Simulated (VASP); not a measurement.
Input:

```yaml
crystal:
  lattice:
    - [3.84726, 0.00000, 0.00000]
    - [0.00000, 3.84726, 0.00000]
    - [0.00000, 0.00000, 3.84726]
  atoms:
    - { symbol: Sr, position: [0.00000, 0.00000, 0.00000] }
    - { symbol: V, position: [0.50000, 0.50000, 0.50000] }
    - { symbol: O, position: [0.50000, 0.00000, 0.50000] }
    - { symbol: O, position: [0.00000, 0.50000, 0.50000] }
    - { symbol: O, position: [0.50000, 0.50000, 0.00000] }
```

Calculation: revTPSS meta-GGA, VASP's PBE PAW potentials (set 64) (plane waves; VASP). Run with 520 eV cut-off, 9×9×9 Γ-centred mesh, tetrahedra with Blöchl corrections, potentials Sr_sv V_sv O.

Question: Estimate the energy per atom (σ→0), band gap (over mesh and band path) with the smallest direct gap where there is one.

Answer: 
```json
{
  "band gap (over mesh and band path)": "none (metal, semimetal or under 0.01 eV)",
  "energy per atom (σ→0)": "-6.694 eV/atom"
}
```

Only differences to runs with the same potentials and settings are physical.

The compound is SrVO3 in the cubic perovskite structure. It was relaxed first. The run is not spin-polarised, so no magnetic state was tried. The electron count is odd and the run is not spin-polarised, which forces a metal.
